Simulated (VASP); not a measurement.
Input:

```
InPd
1.0
    3.27155     0.00000     0.00000
    0.00000     3.27155     0.00000
    0.00000     0.00000     3.27155
In Pd
1 1
Direct
  0.50000   0.50000   0.50000
  0.00000   0.00000   0.00000
```

All values below come from r2SCAN meta-GGA with spin-orbit coupling, VASP's PBE PAW potentials (set 64) (plane waves; VASP 6.6.1). Numerical set-up: 400 eV cut-off, 10×10×10 Γ-centred mesh, Gaussian smearing of 0.050 eV, potentials In_d Pd.

Question: What does the run give for the energy per atom (σ→0), band gap (over mesh and band path) with the smallest direct gap where there is one?

Answer: 
| Quantity | Result |
|---|---|
| band gap (over mesh and band path) | none (metal, semimetal or under 0.01 eV) |
| energy per atom (σ→0) | -23.351 eV/atom |

The compound is PdIn in the CsCl type structure. It was relaxed first.
